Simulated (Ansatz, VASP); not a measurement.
## Cross-check of TiB2 between VASP and Ansatz

Wanted: the spread between two codes on one cell, functional and k mesh. The cell is taken from a series of runs on this material, whose earlier steps may have relaxed, scaled, displaced or heated it; both programs get it as it stands.

Main program and level: Ansatz 0.2.0; plane waves, with VASP 6.6.1 beside it; zone-centre phonons at PBE.

## (1) Starting point

It takes space group P6/mmm (No. 191, hexagonal). The conventional cell has a = 3.032 Å, b = 3.032 Å, c = 3.224 Å, α = 90.00°, β = 90.00°, γ = 120.00°. Ti has 12 B at 2.38 Å nearest. Nearest to B lie 3 B at 1.75 Å and 6 Ti at 2.38 Å. Farther neighbours are not listed.

Coordinates:

```cif
data_structure
_symmetry_space_group_name_H-M 'P 1'
_symmetry_Int_Tables_number 1
_cell_length_a 3.0319
_cell_length_b 3.0319
_cell_length_c 3.2237
_cell_angle_alpha 90.000
_cell_angle_beta 90.000
_cell_angle_gamma 120.000
_cell_volume 25.66
loop_
_atom_site_label
_atom_site_type_symbol
_atom_site_fract_x
_atom_site_fract_y
_atom_site_fract_z
_atom_site_occupancy
Ti1 Ti 0.00000 0.00000 0.00000 1
B2 B 0.33333 0.66667 0.50000 1
B3 B 0.66667 0.33333 0.50000 1
```

## (2) Ansatz: zone-centre phonons, PBE

Ansatz runs on its PAW soft_1 files.

Second derivatives magnify differences that forces hide, and they need a tight electronic threshold.

input.yaml reads:

```yaml
crystal:
  lattice:
    - [3.0319343622, 0.0, 0.0]
    - [-1.5159671811, 2.6257321803, 0.0]
    - [0.0, 0.0, 3.2236752788]
  atoms:
    - { symbol: Ti, position: [0.0, 0.0, 0.0] }
    - { symbol: B, position: [0.3333333333, 0.6666666667, 0.5] }
    - { symbol: B, position: [0.6666666667, 0.3333333333, 0.5] }
kpoints:
  mp_grid: { grid: [21, 21, 16] }
hamiltonian:
  xc: pbe
  pseudopotentials: { kind: paw, azcp: { folder: soft_1 } }
scf:
  occupations: { method: methfessel_paxton, width: 0.2 }
output:
  eigenvalues: true
phonons:
  method: dfpt
```

Command:

```
$ ansatz run input.yaml --threads 4 --pin off --max-ram 15360MiB --backend cpu --events-out ev --progress --plain --runs-dir out
```

Numbers of over 12 decimals in the logs are rounded to 6 here.

What it wrote:

```text
zone centre: on kpoints.mp_grid the ground state, and the responses unless they are solved on pairs of k-points, stand on 1089 of the mesh's 7056 k-points, reduced under 4 symmetry operations, with k and −k counted as one. Each operation leaves every solved displacement unchanged or reverses it
Engine: ansatz 0.2.0, aarch64-unknown-linux-gnu
Pseudopotentials: kind: paw
Pseudopotential: Ti, paw, valence charge 12, recommended cutoff 420 eV (normal), soft_1/Ti.paw.azcp
Pseudopotential: B, paw, valence charge 3, recommended cutoff 420 eV (normal), soft_1/B.paw.azcp
Functional definition: PBE
  parameter kappa = 0.804
  parameter beta = 0.066725
  exchange = pbe_x(kappa = kappa, mu = beta*pi^2/3)
  correlation = pbe_c(beta = beta)
Crystal: 3 atoms, lattice volume = 25.664 Å³
Basis set: ecut = 420 eV, 503 PW (Γ), exchange–correlation on 48×48×48 points (8 copies of the dense FFT grid, shifted against one another)
Bands: 13, of which v1, the nominal top of the filled ones, is band 9 counted from 1 (8 counted from 0)
Symmetry: 24 space group operations
k-points: 1089 of 7056 (irreducible under 4 space group operations, time reversal used)
Non-local potential: Ti, projectors of the file, l = 0: 3, l = 1: 2, l = 2: 3, l = 3: 1
Non-local potential: B, projectors of the file, l = 0: 2, l = 1: 2, l = 2: 1
PAW form: soft (Blöchl's): semilocal exchange-correlation on the pseudo side does not see the compensation charge
PAW one-centre angular grid: Ti, 590 points (default); XC on 64 Gauss nodes
PAW one-centre angular grid: B, 110 points (default); XC on 64 Gauss nodes
Initial density: superposition of atomic densities (chi_scale 0.1, normalization cell, long waves kept (reshape's long-wave potential 0.00 eV rms))
Initial wavefunctions: pseudopotential atomic-orbital guess
Functional: x = pbe(κ = 0.804, μ = 0.219515), c = pbe(β = 0.066725)
SCF iter   1: F=—  HF=-2815.919294 eV  |F-HF|=—  |Δ(HF+E_count)|=         —  Δρ=1.07e-1  dr2=4.73e0  ethr=3.10e-3  ⟨swp⟩=4.3  Hψ=66753  notcnv=0
preconditioner: auto → none  [metal: Δε(μ)=0.013 eV  Ē_g=9.443 eV  σ=0.200 eV  W_gap=0.05  n_scr=8 (ndim 8)  ℏωp=23.2 eV  f_vac=0.000  D(μ)=0.41/eV (n_scr^D=0)  sad-step TF]
SCF iter   2: F=—  HF=-2815.253327 eV  |F-HF|=—  |Δ(HF+E_count)|=   6.66e-1  S|Δr|=    0.00e0  Δρ=7.09e-2  dr2=2.23e0  ethr=3.10e-3  ⟨swp⟩=2.0  Hψ=27031  notcnv=0
SCF iter   3: F=—  HF=-2814.698909 eV  |F-HF|=—  |Δ(HF+E_count)|=   5.54e-1  S|Δr|=    0.00e0  Δρ=8.20e-3  dr2=1.95e-2  ethr=3.10e-3  ⟨swp⟩=3.1  Hψ=27502  notcnv=0
SCF iter   4: F=—  HF=-2814.697400 eV  |F-HF|=—  |Δ(HF+E_count)|=   1.51e-3  S|Δr|=    0.00e0  Δρ=9.93e-4  dr2=3.10e-4  ethr=1.08e-4  ⟨swp⟩=2.1  Hψ=26653  notcnv=0
SCF iter   5: F=—  HF=-2814.697412 eV  |F-HF|=—  |Δ(HF+E_count)|=   1.27e-5  S|Δr|=    0.00e0  Δρ=2.61e-4  dr2=2.61e-5  ethr=1.72e-6  ⟨swp⟩=2.1  Hψ=19060  notcnv=0
SCF iter   6: F=—  HF=-2814.697410 eV  |F-HF|=—  |Δ(HF+E_count)|=   2.65e-6  S|Δr|=    0.00e0  Δρ=5.30e-5  dr2=7.59e-7  ethr=1.45e-7  ⟨swp⟩=2.4  Hψ=20453  notcnv=0
SCF iter   7: F=—  HF=-2814.697410 eV  |F-HF|=—  |Δ(HF+E_count)|=   7.81e-7  S|Δr|=    0.00e0  Δρ=7.79e-6  dr2=1.33e-8  ethr=4.22e-9  ⟨swp⟩=2.8  Hψ=23962  notcnv=0
SCF iter   8: F=—  HF=-2814.697410 eV  |F-HF|=—  |Δ(HF+E_count)|=   4.73e-9  S|Δr|=    0.00e0  Δρ=1.36e-6  dr2=4.68e-10  ethr=7.38e-11  ⟨swp⟩=2.0  Hψ=22043  notcnv=0
SCF iter   9: F=—  HF=-2814.697410 eV  |F-HF|=—  |Δ(HF+E_count)|=  1.06e-10  S|Δr|=    0.00e0  Δρ=2.14e-7  dr2=1.23e-11  ethr=2.60e-12  ⟨swp⟩=3.0  Hψ=24277  notcnv=0
SCF iter  10: F=-2814.697410 eV  HF=-2814.697410 eV  |F-HF|=9.09e-13  |Δ(HF+E_count)|=  1.82e-12  S|Δr|=    0.00e0  Δρ=5.59e-9  dr2=5.09e-15  ethr=1.00e-12  ⟨swp⟩=4.7  Hψ=49375  notcnv=0
the search or the solves at the SCF's close seem to have found levels that the self-consistency loop had missed (the run counts 2). By its estimate they hold under 1e-12 electrons; where the run keeps them, the occupations were computed again with them
SCF 1 converged in 10 iterations: F = -2814.697410 eV  dr2 = 5.09e-15
  greatest PAW one-centre occupation: 0.999 electrons in one spin orbital (limit 2), on the Ti atom at site 0 (counted from 0), in its partial waves of l = 0
DFPT response loops at Γ: preconditioner auto → Kerker (q_TF=auto, 2.572 Å⁻¹) (partly filled bands, converged f_vac=0.000); β = 1.00, the filter's whole step (`scf.mixing.beta` (0.50) is not read by the response loops under this deck's `scf.mixing.preconditioner`; to damp them name `kerker` or `kerker_dos`, under which they read `scf.mixing.beta`, and type it under 1.00, their step now; both keys bind the ground state too); Broyden in place of MSR1
SCF converged after 10 iterations
Stability not checked: this state was not tested for a lower state beside it, because cold or Methfessel-Paxton smearing, or corrected tetrahedra, fill the levels in a way that the test cannot read (fill_not_monotonic; see scf.lower_state_search)
Free energy (F): -2814.697410 eV
Harris-Foulkes:  -2814.697410 eV  (|F-HF|=9.09e-13)
Internal energy: -2814.698013 eV  (E = F + TS)
E sigma→0 (E₀):  -2814.697561 eV
Entropy (-TS):   0.000603 eV (0.201 meV/atom)
Fermi energy:    15.143016 eV
--- Per-component energies (eV) ---
  E_band       = -94.984674
  E_kinetic    = 383.436871
  E_local      = -840.685471  (includes V_loc(G=0)·N_el)
  E_nonlocal   = 75.632956
  E_hartree    = 345.642445
  E_xc         = -184.500040
  E_vxc        = -226.398496  (∫ρ·V_xc dr)
  E_paw        = -1198.197491  (= ΣΔE_a)
  E_vpaw       = -178.255348  (= ΣTr[D̂ρ^β])
  E_aug_tail   = -0.000076  (compensation charges beyond the density's cutoff)
  E_ewald      = -1396.027206
  E_smearing   = 0.000603  (= −TS)
  E_closure    = 0.000000  (closes the sum)
  Σ components = -2814.697410   (vs F -2814.697410, Δ=0.00e0)
--- Band table (eV; the first three rows and the last of 1089) ---
  k-point 0: bands = [... 5 lower, 12.4745, 12.4745, 12.7936, 12.9893, 16.9949, 16.9949, 18.7628, 18.7628]
  k-point 1: bands = [... 5 lower, 12.0889, 12.5159, 12.5159, 13.6380, 16.8549, 16.8549, 18.6713, 18.6713]
  k-point 2: bands = [... 5 lower, 11.2566, 12.6396, 12.6396, 14.3149, 16.5136, 16.5136, 18.4080, 18.4080]
  k-point 1088: bands = [... 5 lower, 8.2352, 9.9209, 10.7916, 12.4634, 17.4772, 18.0902, 18.7373, 19.5977]
--- Phonons (Γ-DFPT): 4 representative perturbations + reference, on 1089 of 7056 k-points (Σ response iterations 12) ---
  k mesh reduced under 4 symmetry operations, with k and −k counted as one. Each operation leaves every solved displacement unchanged or reverses it
  ASR residual: 5.996e-6 → 0.000e0 eV/Å²; symmetrization residual: 6.053e-7 eV/Å²
  ASR residual per site (eV/Å²): 6.00e-6 1.13e-6 1.13e-6
  Γ frequencies (cm⁻¹): 0.00 0.00 0.00 510.19 510.19 512.85 551.06 879.92 879.92
  non-analytic LO–TO correction: not included (Born effective charges unavailable; polar crystals: no LO–TO splitting at Γ)
```

[end of part 1 of 2]

[Lines on the potential files, build, host, timing and source positions are cut from VASP's logs without a mark.]

[Logs are printed without paths, hosts, clocks, repeated set-up lines and the standing remarks that a program may print on its own settings, such as how far it seeks lower states.]

[Hosts, paths, dates, database ids (printed as entryN), source tags and the programs' standing remarks are cut or masked in the printed files.]
